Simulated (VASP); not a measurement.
# Be24HCO: single point with LDA

Be24HCO, a slab with vacuum:

```
Be C H O
1.0
     4.58000    0.00000    0.00000
     3.43500    5.94960    0.00000
     0.00000    0.00000   17.38265
Be C H O
24 1 1 1
Direct
  0.83333 0.22222 0.05753
  0.33333 0.22222 0.05753
  0.83333 0.55556 0.05753
  0.33333 0.55556 0.05753
  0.83333 0.88889 0.05753
  0.33333 0.88889 0.05753
  0.00137 0.99715 0.16130
  0.50247 0.99806 0.16102
  0.00006 0.33465 0.16323
  0.49891 0.33323 0.16051
  0.99990 0.66803 0.15992
  0.49825 0.66845 0.16083
  0.83239 0.22285 0.25918
  0.33475 0.21959 0.25962
  0.83631 0.55416 0.26044
  0.33181 0.55534 0.25839
  0.83192 0.89048 0.26135
  0.33140 0.89140 0.26166
  0.00175 0.00294 0.36616
  0.49612 0.99923 0.36608
  0.00451 0.32713 0.37224
  0.49415 0.33956 0.35873
  0.00556 0.66875 0.36307
  0.49460 0.66370 0.36002
  0.13955 0.14284 0.44977
  0.99315 0.34396 0.45937
  0.22050 0.03586 0.50869
```

The cell was built by a generator and needn't be a form met in nature.

```yaml
Program: VASP 6.6.1
Task: single point
Functional: LDA
Potentials_or_basis: VASP PAW LDA potentials, release 64 (Be, C, H, O)
Cutoff: 520 eV
k_mesh: 3 × 2 × 1
Occupations: fermi-dirac, width 0.15 eV
Spin: no spin polarisation
Dipole_correction: no
Further_INCAR_settings: LREAL = Auto; ALGO = Fast; EDIFF = 1e-07; NBANDS = 48
```

* Largest force: 0.695 eV/Å
* Band gap on the k mesh: none (metal or under the smearing width)

Forces on the atoms (eV/Å):
```
Be   0.056  0.039 -0.039
Be  -0.060  0.057  0.013
Be  -0.039 -0.106 -0.003
Be   0.044  0.023 -0.100
Be   0.054  0.001  0.064
Be  -0.061 -0.019  0.015
Be   0.001  0.002 -0.002
Be   0.000  0.002 -0.001
Be   0.000  0.000 -0.005
Be   0.000  0.001 -0.004
Be   0.002 -0.001  0.000
Be   0.000  0.003 -0.001
Be   0.008 -0.004  0.023
Be  -0.010  0.003  0.009
Be   0.004 -0.005  0.009
Be  -0.004  0.001  0.007
Be   0.003  0.000  0.000
Be  -0.002  0.003  0.004
Be  -0.009 -0.014 -0.004
Be   0.015 -0.013 -0.021
Be  -0.005  0.017  0.023
Be   0.003 -0.001  0.003
Be  -0.005 -0.007 -0.002
Be   0.004  0.010  0.009
C    0.006  0.357 -0.551
H   -0.002  0.014 -0.037
O   -0.003 -0.365  0.591
```

Levels at points of the mesh, in eV from the Fermi level:
| k point | band 28 | band 29 | band 30 | band 31 | band 32 | band 33 |
| --- | --- | --- | --- | --- | --- | --- |
| (0.00, 0.00, 0.00) | -0.37 | -0.33 | -0.14 | 0.82 | 1.44 | 2.07 |
| (0.00, 0.50, 0.00) | -1.09 | -0.50 | -0.37 | -0.19 | 1.27 | 1.54 |

Run time: 3.4 min on 1 thread of Intel(R) Xeon(R) Platinum 8375C CPU @ 2.90GHz (Ice Lake) (shared host), peak memory 0.47 GiB.

Caveat: the k mesh is coarse (spacing up to 0.53 Å⁻¹), so the values aren't converged; the standard files for N, O and F lose accuracy on very short bonds; an odd number of electrons without spin polarisation forces a metal; a magnetic or distorted state may lie lower.
